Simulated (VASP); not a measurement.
Given:

```
CoC
1.0
    0.00000     2.10984     2.10984
    2.10984     0.00000     2.10984
    2.10984     2.10984     0.00000
Co C
1 1
Cartesian
  0.00000   0.00000   0.00000
  1.05492   1.05492   1.05492
```

Method: PBEsol GGA, VASP's PBE PAW potentials (set 64) (plane waves; VASP). Run with 520 eV cut-off, Gaussian smearing of 0.050 eV, potentials Co C.

Q: Give the energies of bands 2 to 9 at the high-symmetry points, in eV from the Fermi level.

A: 
| band | Γ | X | U | L | W |
|---|---|---|---|---|---|
| 2 | -4.89 | -6.64 | -5.98 | -6.14 | -5.72 |
| 3 | -4.89 | -3.02 | -3.50 | -4.40 | -4.02 |
| 4 | -4.89 | -3.02 | -3.49 | -4.40 | -3.12 |
| 5 | -1.79 | -2.43 | -2.68 | -1.53 | -2.26 |
| 6 | -1.79 | -1.28 | -1.62 | -1.53 | -1.82 |
| 7 | 5.55 | 0.23 | -0.45 | -0.74 | -0.66 |
| 8 | 5.55 | 0.46 | 0.69 | 3.59 | 0.15 |
| 9 | 5.55 | 0.46 | 1.70 | 3.59 | 1.52 |

It has no gap at this level: it comes out as a metal or semimetal.

The structure was generated: CoC was put into the zinc blende type (F-43m), which need not be its known phase. It was relaxed first, which changed the volume by -26 %. The run is not spin-polarised, so no magnetic state was tried. The electron count is odd and the run is not spin-polarised, which forces a metal.
